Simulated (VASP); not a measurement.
The system is Cd4TeO3.

```
Cd Te O
1.0
     6.39089    0.00000    0.00000
    -3.19544    5.53467    0.00000
     0.00000    0.00000    5.47955
Cd Te O
4 1 3
Direct
  0.33333 0.66667 0.50000
  0.66667 0.33333 0.50000
  0.33333 0.66667 0.00000
  0.66667 0.33333 0.00000
  0.00000 0.00000 0.50000
  0.50000 0.00000 0.50000
  0.00000 0.50000 0.50000
  0.50000 0.50000 0.50000
```

The cell was built by a generator and needn't be a form met in nature.

| Quantity | Value |
| --- | --- |
| Program | VASP 6.6.1 |
| Task | relaxation of cell and atoms |
| Functional | PBE |
| Potentials or basis | VASP PAW PBE potentials, release 64 (Cd, Te, O) |
| Cutoff | 520 eV |
| k mesh | 3 × 3 × 3 |
| Occupations | gaussian, width 0.15 eV |
| Spin | no spin polarisation |

At the start: pressure 18.9 GPa; volume 24.23 Å³/atom.

Q: How do energy, volume and symmetry change on relaxing?

A: Over 6 steps the energy falls by 371.0 meV/atom and the volume is 31.38 Å³/atom (+29.5 %); space group P6/mmm (No. 191, to 0.05 Å).

The path:
```csv
step,energy change (eV),largest force (eV/Å),pressure (GPa),volume (Å³)
1,0.0000,0.0000,18.89,193.82
2,-2.1813,0.0000,-4.56,284.14
3,-2.9495,0.0000,0.23,245.41
4,-2.9496,0.0000,0.16,246.52
5,-2.9603,0.0000,0.04,248.18
6,-2.9680,0.0000,-0.09,251.02
```

Final structure:
```yaml
crystal:
  lattice:
    - [7.08650, 0.00000, 0.00000]
    - [-3.54325, 6.13709, 0.00000]
    - [0.00000, 0.00000, 5.77179]
  atoms:
    - { symbol: Cd, position: [0.33333, 0.66667, 0.50000] }
    - { symbol: Cd, position: [0.66667, 0.33333, 0.50000] }
    - { symbol: Cd, position: [0.33333, 0.66667, 0.00000] }
    - { symbol: Cd, position: [0.66667, 0.33333, 0.00000] }
    - { symbol: Te, position: [0.00000, 0.00000, 0.50000] }
    - { symbol: O, position: [0.50000, 0.00000, 0.50000] }
    - { symbol: O, position: [0.00000, 0.50000, 0.50000] }
    - { symbol: O, position: [0.50000, 0.50000, 0.50000] }
```

Caveat: the k mesh is coarse (spacing up to 0.38 Å⁻¹), so the values aren't converged; the volume moved by over 15 % at a fixed basis, so the end points are rough.
